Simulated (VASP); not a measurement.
```xyz
2
Lattice="0.0000 2.9777 2.9777 2.9777 0.0000 2.9777 2.9777 2.9777 0.0000" Properties=species:S:1:pos:R:3 pbc="T T T"
Hg     0.0000     0.0000     0.0000
S      1.4889     1.4889     1.4889
```

All values below come from rev-vdW-DF2, VASP's PBE PAW potentials (set 64) (plane waves; VASP). Settings: 520 eV cut-off, Gaussian smearing of 0.050 eV, potentials Hg S.

Unless said otherwise, spin-orbit coupling is left out, though it shifts the bands of the heavy elements here.

Estimate the band gap (along the path) with the smallest direct gap where there is one.

The band gap (along the path) is none (metal, semimetal or under 0.01 eV).

Total energies compare only between runs with the same potentials, cut-off and functional.

The compound is HgS in the zinc blende structure, metacinnabar; cinnabar is the stable form. It was relaxed first, which changed the volume by +6 %.
